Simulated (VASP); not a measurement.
Energy against volume of NiAl (CsCl type). These are PBE GGA with D3 dispersion (Becke-Johnson damping), VASP's PBE PAW potentials (set 64) (plane waves; VASP) values and carry that method's errors. Run with 520 eV cut-off, 13×13×13 Γ-centred mesh, first-order Methfessel-Paxton smearing of 0.10 eV, potentials Al Ni.

| V (Å³/atom) | E (eV/atom) |
|---|---|
| 11.328 | -5.71242 |
| 11.679 | -5.71757 |
| 12.029 | -5.71139 |
| 12.380 | -5.69557 |

### Question
Fit these four points and predict the energy of the run at 10.978 Å³/atom.

### Answer
A cubic in V^(−2/3), the third-order Birch-Murnaghan form, passes through the four points with V0 = 11.65 Å³/atom and B0 = 174 GPa, and gives -5.6939 eV/atom there. The run gave -5.6939 eV/atom, +0.0 meV/atom from the fit; all five points give B0 = 174 GPa.

The compound is NiAl in the CsCl type structure. It was relaxed first. The run is not spin-polarised, so no magnetic state was tried.
